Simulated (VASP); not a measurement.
# Mg: formation energy of Cr on the Mg site, part 3 of 3

How easily does Cr on the Mg site form in Mg? The host is relaxed first, then a supercell is run with and without the defect.

VASP 6.6.1, plane waves and PAW; the level of theory is named at each step.

So far. Step 2 (The host at zero pressure): The run ended after 5 ionic steps, 0.008 eV below its first step, once forces and stress met EDIFFG = -0.02. Step 3 (The perfect supercell): The host is treated as a metal, as its relaxation found a gap under 0.3 eV or none, and only the neutral defect is run.

**4. Reference Cr**

This step: PBEsol, spin-polarised from an antiferromagnetic start; plane waves and PAW (Cr) (VASP 6.6.1).

System of this step: Cr. The structure is cubic, space group Im-3m (No. 229). The conventional cell has a = 2.880 Å, b = 2.880 Å, c = 2.880 Å, α = 90.00°, β = 90.00°, γ = 90.00°. Nearest to Cr lie 8 Cr at 2.49 Å.

The reference for Cr is its crystal, relaxed at the cutoff of the large cell.

Input file INCAR:

```
SYSTEM = Cr
PREC = Normal
ENCUT = 300
EDIFF = 1E-05
NELM = 120
ISMEAR = 1
SIGMA = 0.1
LREAL = Auto
ALGO = Fast
GGA = PS
NBANDS = 13
ISPIN = 2
MAGMOM = 1 -1
LASPH = .TRUE.
LMAXMIX = 4
LORBIT = 11
LWAVE = .FALSE.
LCHARG = .FALSE.
KPAR = 4
IBRION = 2
NSW = 25
ISIF = 3
EDIFFG = -0.02
POTIM = 0.4
```

Input file POSCAR:

```
Cr
1.0
    2.8800000000      0.0000000000      0.0000000000
    0.0000000000      2.8800000000      0.0000000000
    0.0000000000      0.0000000000      2.8800000000
Cr
2
Direct
    0.0000000000      0.0000000000      0.0000000000
    0.5000000000      0.5000000000      0.5000000000
```

Input file KPOINTS:

```
Automatic mesh
0
Gamma
9 9 9
0 0 0
```

The projector-augmented-wave data sets are Cr (PBE family, release 64).

On the command line:

```bash
mpirun -np 4 vasp_std
```

Log:

```text
[banner, memory and clock lines left out]
running    4 mpi-ranks, on    1 nodes
 distrk:  each k-point on    1 cores,    4 groups
 distr:  one band on    1 cores,    1 groups

 POSCAR found type information on POSCAR Cr
 POSCAR found :  1 types and       2 ions
|                                                                             |
|               ----> ADVICE to this user running VASP <----                  |
|                                                                             |
|     You have a (more or less) 'small supercell' and for smaller cells       |
|     it is recommended to use the reciprocal-space projection scheme!        |
|     The real-space optimization is not efficient for small cells and it     |
|     is also less accurate ...                                               |
|     Therefore, set LREAL=.FALSE. in the INCAR file.                         |
|                                                                             |

 [... a notice as in an earlier step ...]

 LDA part: xc-table for (Slater+PW92), standard interpolation
 POSCAR, INCAR and KPOINTS ok, starting setup
 FFT: planning ... GRIDC
 FFT: planning ... GRID_SOFT
 FFT: planning ... GRID
 WAVECAR not read
 entering main loop
       N       E                     dE             d eps       ncg     rms          rms(c)
DAV:   1     0.287542843137E+02    0.28754E+02   -0.35252E+03  1964   0.697E+02
DAV:   2    -0.227754024019E+02   -0.51530E+02   -0.45656E+02  1825   0.164E+02
DAV:   3    -0.239807659049E+02   -0.12054E+01   -0.11565E+01  1975   0.364E+01
DAV:   4    -0.239923126703E+02   -0.11547E-01   -0.11541E-01  2260   0.307E+00
DAV:   5    -0.239925671310E+02   -0.25446E-03   -0.25446E-03  2109   0.469E-01    0.187E+01
RMM:   6    -0.203503270400E+02    0.36422E+01   -0.98412E+00  1820   0.461E+01    0.429E+00
RMM:   7    -0.203930153788E+02   -0.42688E-01   -0.13664E+00  1822   0.816E+00    0.261E+00
RMM:   8    -0.203835250746E+02    0.94903E-02   -0.60768E-02  1822   0.338E+00    0.149E+00
RMM:   9    -0.203792349592E+02    0.42901E-02   -0.17876E-02  1822   0.158E+00    0.504E-01
RMM:  10    -0.203819826684E+02   -0.27477E-02   -0.57722E-03  1826   0.541E-01    0.371E-01
RMM:  11    -0.203867500482E+02   -0.47674E-02   -0.61607E-03  1881   0.981E-01    0.291E-01
RMM:  12    -0.203888200720E+02   -0.20700E-02   -0.54971E-03  1874   0.462E-01    0.108E-01
RMM:  13    -0.203888641668E+02   -0.44095E-04   -0.37229E-04  1820   0.249E-01    0.432E-02
RMM:  14    -0.203888939758E+02   -0.29809E-04   -0.19235E-04  1783   0.957E-02    0.329E-02
RMM:  15    -0.203888922478E+02    0.17280E-05   -0.29554E-05  1575   0.655E-02
   1 F= -.20388892E+02 E0= -.20388818E+02  d E =-.203889E+02  mag=    -0.0000
 curvature:   0.00 expect dE= 0.000E+00 dE for cont linesearch  0.000E+00
 trial: gam= 0.00000 g(F)=  0.916E-66 g(S)=  0.279E+00 ort = 0.000E+00 (trialstep = 0.100E+01)
 search vector abs. value=  0.279E+00
 bond charge predicted
       N       E                     dE             d eps       ncg     rms          rms(c)
DAV:   1    -0.209951877449E+02   -0.60629E+00   -0.22355E+01  1820   0.774E+01    0.921E+00
RMM:   2    -0.204342973852E+02    0.56089E+00   -0.11638E+00  1820   0.163E+01    0.251E+00
RMM:   3    -0.204210237352E+02    0.13274E-01   -0.17514E-01  1820   0.344E+00    0.193E+00
RMM:   4    -0.204176899133E+02    0.33338E-02   -0.23097E-02  1852   0.179E+00    0.631E-01
RMM:   5    -0.204159415115E+02    0.17484E-02   -0.98679E-03  1820   0.779E-01    0.262E-01
RMM:   6    -0.204177955570E+02   -0.18540E-02   -0.34603E-03  1824   0.666E-01    0.216E-01
RMM:   7    -0.204188425132E+02   -0.10470E-02   -0.12882E-03  1822   0.261E-01    0.155E-01
RMM:   8    -0.204191191795E+02   -0.27667E-03   -0.34271E-04  1879   0.144E-01    0.152E-01
RMM:   9    -0.204183092684E+02    0.80991E-03   -0.24533E-04  1846   0.132E-01    0.196E-01
RMM:  10    -0.204215275287E+02   -0.32183E-02   -0.93220E-03  2296   0.880E-01    0.893E-02
RMM:  11    -0.204217896652E+02   -0.26214E-03   -0.15941E-04  1845   0.117E-01    0.630E-02
RMM:  12    -0.204219562216E+02   -0.16656E-03   -0.13941E-04  1808   0.786E-02    0.564E-02
RMM:  13    -0.204221533770E+02   -0.19716E-03   -0.14868E-04  1842   0.868E-02    0.494E-02
RMM:  14    -0.204225733498E+02   -0.41997E-03   -0.14180E-03  2144   0.261E-01    0.220E-02
RMM:  15    -0.204225516268E+02    0.21723E-04   -0.25584E-05  1614   0.545E-02    0.226E-02
RMM:  16    -0.204226160202E+02   -0.64393E-04   -0.30145E-04  2055   0.145E-01    0.185E-02
RMM:  17    -0.204226138062E+02    0.22140E-05   -0.15366E-05  1415   0.469E-02
   2 F= -.20422614E+02 E0= -.20421889E+02  d E =-.337216E-01  mag=    -0.0000
[...]
3 F= -.20469525E+02 E0= -.20469102E+02  d E =-.806323E-01  mag=    -0.0000
 curvature:  -0.25 expect dE=-0.101E-02 dE for cont linesearch -0.101E-02
 ZBRENT: interpolating
 opt :   0.6306  next Energy=   -20.470317 (dE=-0.814E-01)
 bond charge predicted
       N       E                     dE             d eps       ncg     rms          rms(c)
DAV:   1    -0.204718447088E+02   -0.23238E-02   -0.53386E-02  1880   0.394E+00    0.382E-01
RMM:   2    -0.204705633697E+02    0.12813E-02   -0.28215E-03  1820   0.778E-01    0.552E-02
RMM:   3    -0.204705107681E+02    0.52602E-04   -0.39160E-04  1806   0.146E-01    0.240E-02
RMM:   4    -0.204704840878E+02    0.26680E-04   -0.29322E-05  1304   0.745E-02    0.142E-02
RMM:   5    -0.204704850573E+02   -0.96954E-06   -0.98164E-06   956   0.267E-02
   4 F= -.20470485E+02 E0= -.20470060E+02  d E =-.815928E-01  mag=    -0.0000
 curvature:  -0.20 expect dE=-0.899E-06 dE for cont linesearch -0.899E-06
 trial: gam=-0.00401 g(F)=  0.103E-64 g(S)=  0.452E-05 ort = 0.112E-02 (trialstep = 0.926E+00)
 search vector abs. value=  0.173E-09
 reached required accuracy - stopping structural energy minimisation
```

It took 14 s on 4 MPI ranks of Intel Xeon Platinum 8259CL at 2.50GHz (Skylake/Cascade Lake), shared host; peak memory 0.44 GiB; 52 s of CPU time.

From OUTCAR (step 4):

```text
  LATTYP: Found a simple cubic cell.
 ALAT       =     2.8800000000

 Subroutine GETGRP returns: Found 48 space group operations
 (whereof 48 operations were pure point group operations)

The static configuration has the point symmetry O_h .

 Found     35 irreducible k-points:

   k-points           NKPTS =     35   k-points in BZ     NKDIM =     35   number of bands    NBANDS=     13

   dimension x,y,z NGX =    12 NGY =   12 NGZ =   12
   dimension x,y,z NGXF=    24 NGYF=   24 NGZF=   24

   ENCUT  =  300.0 eV  22.05 Ry    4.70 a.u.   4.07  4.07  4.07*2*pi/ulx,y,z

   NELECT =      12.0000    total number of electrons

 E-fermi :   8.0195

 spin component 1
 k-point     1 :       0.0000    0.0000    0.0000
  band No.  band energies     occupation
    ...
      2       3.3606      1.00000
      3       3.3606      1.00000
      4       7.0336      1.00000
      5       7.0336      1.00000
      6       7.0336      1.00000
      7       9.1840     -0.00000
      8       9.1840     -0.00000
      9      10.6353      0.00000
     10      10.6353      0.00000
     11      10.6353      0.00000
    ...

 k-point     2 :       0.1111    0.0000    0.0000
  band No.  band energies     occupation
    ...
      2       3.5093      1.00000
      3       3.5290      1.00000
      4       7.0221      1.00000
      5       7.0222      1.00000
      6       7.1319      1.00000
      7       8.9793     -0.00000
      8       9.2623     -0.00000
      9      10.2710      0.00000
     10      10.2710      0.00000
     11      10.5151      0.00000
    ...

 k-point     3 :       0.2222    0.0000    0.0000
  band No.  band energies     occupation
    ...
      2       3.9455      1.00000
      3       3.9472      1.00000
      4       7.0205      1.00000
      5       7.0205      1.00000
      6       7.4182      1.00000
      7       8.3994     -0.00000
      8       9.4516     -0.00000
      9       9.4516     -0.00000
     10       9.4786     -0.00000
     11      10.1735      0.00000
    ...

 k-point     4 :       0.3333    0.0000    0.0000
  band No.  band energies     occupation
    ...
      3       4.6379      1.00000
      4       7.1078      1.00000
      5       7.1078      1.00000
      6       7.5405      1.00000
      7       7.8663      1.02621
      8       8.5760     -0.00000
      9       8.5760     -0.00000
     10       9.6628     -0.00000
     11       9.8052     -0.00000
     12      13.0569      0.00000
    ...

  Total       -0.0088326     -0.0088326     -0.0088326     -0.0000000      0.0000000     -0.0000000
  in kB       -0.6424993     -0.6424993     -0.6424993     -0.0000000      0.0000000     -0.0000000
  external PRESSURE =      -0.6424993 kB  Pullay stress =       0.0000000 kB

  energy-cutoff  :      300.00
  volume of cell :       22.03
      direct lattice vectors                 reciprocal lattice vectors
     2.803126143  0.000000000 -0.000000000     0.356744559 -0.000000000  0.000000000
     0.000000000  2.803126143  0.000000000    -0.000000000  0.356744559 -0.000000000
    -0.000000000  0.000000000  2.803126143     0.000000000 -0.000000000  0.356744559

 POSITION                                       TOTAL-FORCE (eV/Angst)
 -----------------------------------------------------------------------------------
      0.00000      0.00000      0.00000        -0.000000     -0.000000      0.000000
      1.40156      1.40156      1.40156         0.000000      0.000000     -0.000000
 -----------------------------------------------------------------------------------
    total drift:                                0.000000      0.000000     -0.000000

  FREE ENERGIE OF THE ION-ELECTRON SYSTEM (eV)
  ---------------------------------------------------
  free  energy   TOTEN  =       -20.4704850573 eV

  energy  without entropy=      -20.4692096521  energy(sigma->0) =      -20.47005992

 total charge
# of ion       s       p       d       tot
------------------------------------------
    1        0.585   0.767   4.509   5.861
    2        0.585   0.767   4.509   5.861
--------------------------------------------------
tot          1.170   1.535   9.018  11.723

 magnetization (x)
# of ion       s       p       d       tot
------------------------------------------
    1        0.000  -0.000   0.006   0.006
    2       -0.000   0.000  -0.006  -0.006
--------------------------------------------------
tot          0.000   0.000   0.000   0.000

[... 1 part as in an earlier step ...]

[... 6 further parts left out ...]
```

The moments of the start collapse, so the state is non-magnetic; other starts or orders were not tried. The k-mesh is coarse for a metal. The data set Cr keeps the semicore shell frozen, which is cheaper and a little less accurate. The run keeps the 48 symmetry operations of its start, so it cannot find a distortion of lower symmetry.

The steps of the relaxation:

| step | energy less that of the first step (eV) | largest force (eV/Å) | pressure (GPa) | volume (Å³) |
| --- | --- | --- | --- | --- |
| 1 | 0.0000 | 0.0000 | -14.71 | 23.89 |
| 2 | -0.0337 | 0.0000 | 15.54 | 20.98 |
| 3 | -0.0806 | 0.0000 | -1.90 | 22.16 |
| 4 | -0.0816 | 0.0000 | -0.06 | 22.03 |

| conventional cell, symmetrised | before | after | change |
| --- | --- | --- | --- |
| a (Å) | 2.880 | 2.803 | -2.7 % |
| b (Å) | 2.880 | 2.803 | -2.7 % |
| c (Å) | 2.880 | 2.803 | -2.7 % |
| volume (Å³/atom) | 11.94 | 11.01 | -7.8 % |

The relaxed structure:

```xyz
2
Lattice="2.8031 0.0000 0.0000 0.0000 2.8031 0.0000 0.0000 0.0000 2.8031" Properties=species:S:1:pos:R:3 pbc="T T T"
Cr    0.0000    0.0000    0.0000
Cr    1.4016    1.4016    1.4016
```

Numbers from this step:

* electronic cycles: 44
* electrons: 12
* free energy (TOTEN): -20.47 eV
* energy at zero smearing: -20.47 eV
* Fermi energy: 8.020 eV

Spin moment in the PAW sphere by atom:

| atom | spin moment in the PAW sphere (μB) |
| --- | --- |
| Cr1 | 0.0060 |
| Cr2 | -0.0060 |

The run ended after 4 ionic steps, 0.082 eV below its first step, once forces and stress met EDIFFG = -0.02.

Energy at zero smearing: -20.47006 eV.

**5. Relaxing the defect**

This step: PBEsol, spin-polarised, with small moments to start from; plane waves and PAW (Cr, Mg) (VASP 6.6.1).

System of this step: Mg35Cr. The cell holds 36 atoms: 1 Cr and 35 Mg. Its edges and angles: a = 9.551 Å, b = 9.551 Å, c = 10.221 Å, α = 90.0°, β = 90.0°, γ = 120.0°. It derives from Mg. Nearest the centre at fractional (0.000, 0.000, 0.000): Cr1 at 0.00 Å, Mg20 at 3.15 Å, Mg19 at 3.15 Å, Mg36 at 3.15 Å, Mg35 at 3.15 Å, Mg23 at 3.15 Å, Mg24 at 3.15 Å, Mg5 at 3.18 Å.

The host is treated as a metal, since its gap is under 0.3 eV or closed. The atoms relax at the host's fixed cell.

Input file INCAR:

```
SYSTEM = Mg35Cr
PREC = Normal
ENCUT = 300
EDIFF = 1E-05
NELM = 120
ISMEAR = 1
SIGMA = 0.2
LREAL = Auto
ALGO = Fast
GGA = PS
ISPIN = 2
MAGMOM = 0.6 0 0 0 0 0 0 0 0 0 0 0 0 0 0 0 0 0 0.6 0.6 0 0 0.6 0 0 0 0 0 0 0 0 0 0 0 0 0
LASPH = .TRUE.
LMAXMIX = 4
LORBIT = 11
LWAVE = .FALSE.
LCHARG = .TRUE.
KPAR = 4
IBRION = 2
NSW = 50
ISIF = 2
EDIFFG = -0.03
POTIM = 0.4
MAXMIX = 40
ISYM = 2
```

Input file POSCAR:

```
Mg35Cr
1.0
    9.5507405364      0.0000000000      0.0000000000
   -4.7753702682      8.2711839294      0.0000000000
    0.0000000000      0.0000000000     10.2209444728
Cr Mg
1 35
Direct
    0.0000000000      0.0000000000      0.0000000000
    0.0000000000      0.0000000000      0.5000000000
    0.0000000000      0.3333333300      0.0000000000
    0.0000000000      0.3333333300      0.5000000000
    0.0000000000      0.6666666700      0.0000000000
    0.0000000000      0.6666666700      0.5000000000
    0.3333333300      0.0000000000      0.0000000000
    0.3333333300      0.0000000000      0.5000000000
    0.3333333300      0.3333333300      0.0000000000
    0.3333333300      0.3333333300      0.5000000000
    0.3333333300      0.6666666700      0.0000000000
    0.3333333300      0.6666666700      0.5000000000
    0.6666666700      0.0000000000      0.0000000000
    0.6666666700      0.0000000000      0.5000000000
    0.6666666700      0.3333333300      0.0000000000
    0.6666666700      0.3333333300      0.5000000000
    0.6666666700      0.6666666700      0.0000000000
    0.6666666700      0.6666666700      0.5000000000
    0.1111111100      0.2222222200      0.2500000000
    0.1111111100      0.2222222200      0.7500000000
    0.1111111100      0.5555555600      0.2500000000
    0.1111111100      0.5555555600      0.7500000000
    0.1111111100      0.8888888900      0.2500000000
    0.1111111100      0.8888888900      0.7500000000
    0.4444444400      0.2222222200      0.2500000000
    0.4444444400      0.2222222200      0.7500000000
    0.4444444400      0.5555555600      0.2500000000
    0.4444444400      0.5555555600      0.7500000000
    0.4444444400      0.8888888900      0.2500000000
    0.4444444400      0.8888888900      0.7500000000
    0.7777777800      0.2222222200      0.2500000000
    0.7777777800      0.2222222200      0.7500000000
    0.7777777800      0.5555555600      0.2500000000
    0.7777777800      0.5555555600      0.7500000000
    0.7777777800      0.8888888900      0.2500000000
    0.7777777800      0.8888888900      0.7500000000
```

Input file KPOINTS:

```
Automatic mesh
0
Gamma
4 4 4
0 0 0
```

Potentials, in the order of the species: Cr and Mg (PBE family, release 64).

On the command line:

```bash
mpirun -np 4 vasp_std
```

Log:

```text
[banner, memory and clock lines left out]
running    4 mpi-ranks, on    1 nodes
[...]
[... a notice as in an earlier step ...]

 LDA part: xc-table for (Slater+PW92), standard interpolation
 POSCAR, INCAR and KPOINTS ok, starting setup
[...]
entering main loop
       N       E                     dE             d eps       ncg     rms          rms(c)
DAV:   1     0.609766171676E+02    0.60977E+02   -0.15739E+04  8352   0.618E+02
DAV:   2    -0.607991023377E+02   -0.12178E+03   -0.11230E+03  8940   0.958E+01
DAV:   3    -0.701242124697E+02   -0.93251E+01   -0.85125E+01 11296   0.244E+01
DAV:   4    -0.705068618065E+02   -0.38265E+00   -0.37426E+00 10536   0.523E+00
[...]
RMM:  28    -0.675449261620E+02   -0.23808E-04   -0.15380E-04  7391   0.228E-02    0.899E-01
RMM:  29    -0.675450198220E+02   -0.93660E-04   -0.11153E-04  6278   0.171E-02    0.861E-01
RMM:  30    -0.675450151241E+02    0.46979E-05   -0.85044E-05  5222   0.126E-02
   1 F= -.67545015E+02 E0= -.67530984E+02  d E =-.675450E+02  mag=     0.0317
[... from here on, the cycles between the ionic steps are left out ...]
   2 F= -.67633818E+02 E0= -.67620433E+02  d E =-.888027E-01  mag=     0.0212
   3 F= -.67812451E+02 E0= -.67799202E+02  d E =-.267436E+00  mag=     0.0231
   4 F= -.67814551E+02 E0= -.67796578E+02  d E =-.269536E+00  mag=    -0.0004
   5 F= -.67875511E+02 E0= -.67861370E+02  d E =-.330496E+00  mag=     0.0003
[...]
hard stop encountered!  aborting job ...
[...]
|     The electronic self-consistency was not achieved in the given           |
[...]
soft stop encountered!  aborting job ...
   6 F= -.67875633E+02 E0= -.67861309E+02  d E =-.429714E-01  mag=    -0.0004
 deleting file STOPCAR
```

Elapsed: 51 min, on 4 MPI ranks; peak memory 4.1 GiB.

Step by step:

| step | energy less that of the first step (eV) | largest force (eV/Å) |
| --- | --- | --- |
| 1 | 0.0000 | 0.4590 |
| 2 | -0.0888 | 0.3981 |
| 3 | -0.2674 | 0.2075 |
| 4 | -0.2695 | 0.2274 |
| 5 | -0.3305 | 0.0836 |

The atoms that moved most (Å):

| atom | dx | dy | dz | length |
| --- | --- | --- | --- | --- |
| Mg24 | -0.059 | 0.034 | 0.101 | 0.122 |
| Mg23 | -0.059 | 0.034 | -0.101 | 0.121 |
| Mg35 | 0.059 | 0.034 | -0.101 | 0.121 |
| Mg19 | 0.000 | -0.068 | -0.101 | 0.121 |
| Mg36 | 0.059 | 0.034 | 0.101 | 0.121 |
| Mg20 | 0.000 | -0.068 | 0.101 | 0.121 |
| Mg3 | 0.062 | -0.095 | 0.000 | 0.114 |
| Mg5 | -0.052 | 0.101 | 0.000 | 0.114 |

The relaxed structure:

```
Cr Mg
1.0
     9.55074    0.00000    0.00000
    -4.77537    8.27118    0.00000
     0.00000    0.00000   10.22094
Cr Mg
1 35
Direct
  0.99998 0.99999 0.00000
  0.99999 0.00001 0.50000
  0.00074 0.32181 0.00000
  0.99966 0.33297 0.50000
  0.00072 0.67891 0.00000
  0.99959 0.66663 0.50000
  0.32110 0.99926 0.00000
  0.33339 0.00037 0.50000
  0.32109 0.32183 0.00000
  0.33333 0.33297 0.50000
  0.33333 0.66667 0.00000
  0.33335 0.66669 0.50000
  0.67818 0.99928 0.00000
  0.66698 0.00034 0.50000
  0.66667 0.33333 0.00000
  0.66666 0.33335 0.50000
  0.67818 0.67890 0.00000
  0.66705 0.66665 0.50000
  0.10700 0.21402 0.24015
  0.10701 0.21401 0.75985
  0.11069 0.55534 0.25131
  0.11069 0.55534 0.74869
  0.10700 0.89299 0.24015
  0.10700 0.89300 0.75986
  0.44436 0.22218 0.25076
  0.44437 0.22218 0.74925
  0.44466 0.55535 0.25133
  0.44466 0.55535 0.74867
  0.44467 0.88932 0.25134
  0.44467 0.88932 0.74866
  0.77782 0.22218 0.25075
  0.77782 0.22218 0.74925
  0.77782 0.55565 0.25076
  0.77782 0.55565 0.74924
  0.78599 0.89300 0.24015
  0.78599 0.89299 0.75985
```

The stop cut the electronic loop of the last step short, so that step is set aside; the step before it may be unsound too where the loop had begun to diverge.

The run met its time limit with a largest force of 0.08 eV/Å at its last finished step, short of the threshold. The session uses it under a looser, picked bar, without proof that a minimum is near.

**6. Putting the energies together**

This step: point defect, PBEsol; plane waves and PAW (VASP 6.6.1).

No new run; the numbers come from the runs before.

This step gave:

| Item | Value |
| --- | --- |
| formation energy of the neutral defect | 2.662 eV |

Formation energy:

| formation energy (eV) | largest move (Å) |
| --- | --- |
| 2.662 | 0.1215 |

E_f is E(defect cell) less E(perfect cell), corrected for the atoms exchanged with their references.

References, in eV an atom: Cr -10.235 (crystal Im-3m) and Mg -1.723 (the host). They were run at the supercell's cutoff and functional, without U, and count both elements from their own phases.

**7. What came out**

```
formation energy at charge 0 : 2.662 eV
```

**Reading.** Cr on the Mg site costs 2.66 eV, with every exchanged atom at the energy of its element. LASPH is on in the defect cell and off in the perfect cell, a small mismatch for a host without d or f electrons. Cr started with under 1 μB and ended with little or no moment; a start with a large moment was not tried and may lie lower. With metallic smearing the value can move by tenths of an eV with the k mesh. The supercell of 36 atoms is small, so interactions between images remain. A relaxation stopped short of its threshold, at a residual force of 0.08 eV/Å, so the energy of that state, where it is used, is an upper bound.

[Lines on the potential files, build, host, timing and source positions are cut from VASP's logs without a mark.]

[Logs are printed without paths, hosts, clocks, repeated set-up lines and the standing remarks that a program may print on its own settings, such as how far it seeks lower states.]

[Hosts, paths, dates, database ids (printed as entryN), source tags and the programs' standing remarks are cut or masked in the printed files.]

[In band tables of VASP the shares of atoms and orbitals are scaled to a sum of 1 inside the atoms' spheres.]

[Runs that stopped without an error message from VASP are left out.]
